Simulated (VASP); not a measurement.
Crystal: Al3Si2F.

```
CELL_PARAMETERS angstrom
-1.83201 1.92819 6.60349
2.06672 -2.01316 6.69738
3.61844 3.98234 -13.25820
ATOMIC_POSITIONS crystal
Al 0.23028 0.79057 0.26589
Al 0.25827 0.72307 0.75023
Al 0.74945 0.25823 0.25298
Al 0.74047 0.18739 0.71763
Al 0.96831 0.49318 0.23791
Al 0.98564 0.51094 0.73836
Si 0.68114 0.63960 0.03419
Si 0.68457 0.63413 0.52433
Si 0.38256 0.39407 0.01745
Si 0.36165 0.34760 0.48173
F 0.97043 0.03498 0.00862
F 0.00127 0.02598 0.51232
```

The cell was built by a generator and needn't be a form met in nature.

```yaml
Program: VASP 6.6.1
Task: relaxation of cell and atoms
Functional: PBE
Potentials_or_basis: VASP PAW PBE potentials, release 64 (Al, Si, F)
Cutoff: 520 eV
k_mesh: 6 × 6 × 6
Occupations: gaussian, width 0.15 eV
Spin: no spin polarisation
```

At the start: pressure 6.6 GPa; volume 16.83 Å³/atom.

Problem. How do energy, volume and symmetry change on relaxing?

Solution. Over 17 steps the energy falls by 129.3 meV/atom and the volume is 17.58 Å³/atom (+4.5 %); space group C2/m (No. 12, to 0.05 Å).

The path:
```tsv
step	energy change (eV)	largest force (eV/Å)	pressure (GPa)	volume (Å³)
1	0.0000	2.7959	6.55	201.98
2	-1.1024	0.7439	-3.53	222.72
3	-1.1151	0.8306	-2.70	220.27
4	-1.3614	0.5966	-0.51	213.40
5	-1.4057	0.6734	1.08	209.34
6	-1.4928	0.4396	0.39	210.64
7	-1.5123	0.3153	-0.05	211.68
8	-1.5330	0.1840	-0.17	211.75
9	-1.5355	0.2180	-0.19	211.78
10	-1.5448	0.1012	0.06	210.89
11	-1.5459	0.0896	0.20	210.47
12	-1.5491	0.0665	-0.08	211.21
13	-1.5494	0.0722	-0.15	211.48
14	-1.5510	0.0436	-0.02	211.00
15	-1.5510	0.0519	0.08	210.81
16	-1.5511	0.0427	0.05	210.89
17	-1.5517	0.0275	0.03	210.99
```

Final structure:
```yaml
crystal:
  lattice:
    - [-1.94141, 2.01550, 6.74474]
    - [1.94246, -2.01059, 6.74689]
    - [3.88279, 4.02200, -13.48818]
  atoms:
    - { symbol: Al, position: [0.24959, 0.75008, 0.25337] }
    - { symbol: Al, position: [0.25117, 0.75328, 0.75338] }
    - { symbol: Al, position: [0.75413, 0.25396, 0.25327] }
    - { symbol: Al, position: [0.75100, 0.25278, 0.75294] }
    - { symbol: Al, position: [0.00120, 0.50492, 0.25416] }
    - { symbol: Al, position: [0.00147, 0.50470, 0.75429] }
    - { symbol: Si, position: [0.63170, 0.63745, 0.00404] }
    - { symbol: Si, position: [0.63472, 0.63223, 0.50287] }
    - { symbol: Si, position: [0.36744, 0.37423, 0.00381] }
    - { symbol: Si, position: [0.37071, 0.36757, 0.50223] }
    - { symbol: F, position: [0.99696, 0.00488, 0.00232] }
    - { symbol: F, position: [0.00399, 0.00366, 0.50496] }
```
